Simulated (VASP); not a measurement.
An input for Quantum ESPRESSO's pw.x (written as the equivalent of a VASP run, and not itself run):

```
&CONTROL
  calculation = 'vc-relax'
  pseudo_dir = './pseudo'
  outdir = './out'
  tprnfor = .true.
  tstress = .true.
  nstep = 40
  forc_conv_thr = 0.00039
/
&SYSTEM
  ibrav = 0
  nat = 3
  ntyp = 2
  ecutwfc = 84
  occupations = 'smearing'
  smearing = 'gaussian'
  degauss = 0.003675
  input_dft = 'pbe'
/
&ELECTRONS
  conv_thr = 7.3e-09
  electron_maxstep = 100
/
&IONS
/
&CELL
  press = 10
/
ATOMIC_SPECIES
  Ca 40.078 Ca.upf
  F 18.998 F.upf
CELL_PARAMETERS angstrom
     0.0000000    2.7584002    2.7584002
     2.7584002    0.0000000    2.7584002
     2.7584002    2.7584002   -0.0000000
ATOMIC_POSITIONS crystal
  Ca   0.0000000  0.0000000  1.0000000
  F    0.2500000  0.2500000  0.2500000
  F    0.7500000  0.7500000  0.7500000
K_POINTS automatic
  8 8 8 0 0 0
```

### Question
Translate this input to VASP (INCAR, KPOINTS, POSCAR, choice of POTCAR).

### Answer
This is not unique; one that fits is 
**INCAR**
```
LCHARG = .FALSE.
IBRION = 2   ! conjugate gradients
EDIFFG = -0.01
EDIFF = 1E-7   ! SCF stop (eV)
SYSTEM = CaF2
PREC = Accurate
GGA = PE
LREAL = .FALSE.
ISMEAR = 0
SIGMA = 0.05   ! width (eV)
LWAVE = .FALSE.
NSW = 40
ISIF = 3
PSTRESS = 10
ENCUT = 600   ! plane-wave cut-off (eV)
NELM = 100   ! most electronic steps
ALGO = Normal   ! blocked Davidson
LASPH = .TRUE.   ! aspherical one-centre terms
```

POSCAR:
```
CaF2
1
    0.0000000000     2.7584002356     2.7584002356
    2.7584002356     0.0000000000     2.7584002356
    2.7584002356     2.7584002356    -0.0000000000
Ca F
1 2
Direct
  0.0000000000   0.0000000000   1.0000000000
  0.2500000000   0.2500000000   0.2500000000
  0.7500000000   0.7500000000   0.7500000000
```

KPOINTS:
```
Automatic mesh
0
Gamma
8 8 8
0 0 0
```

POTCAR, in this order: Ca_sv F (PBE.64 set). Program: vasp_std.

The two are equivalent in intent, not identical: the potentials are each code's own (VASP's PAW set, PseudoDojo norm-conserving files in pw.x), so ENCUT and ecutwfc are chosen apart and not converted; conv_thr bounds pw.x's estimated SCF error, while EDIFF bounds the energy change between steps; forc_conv_thr acts on force components and is met together with etot_conv_thr.

The compound is CaF2 in the fluorite structure. This run relaxes it under an external pressure of 1 GPa. Symmetry was kept, so distortions that lower it aren't found.
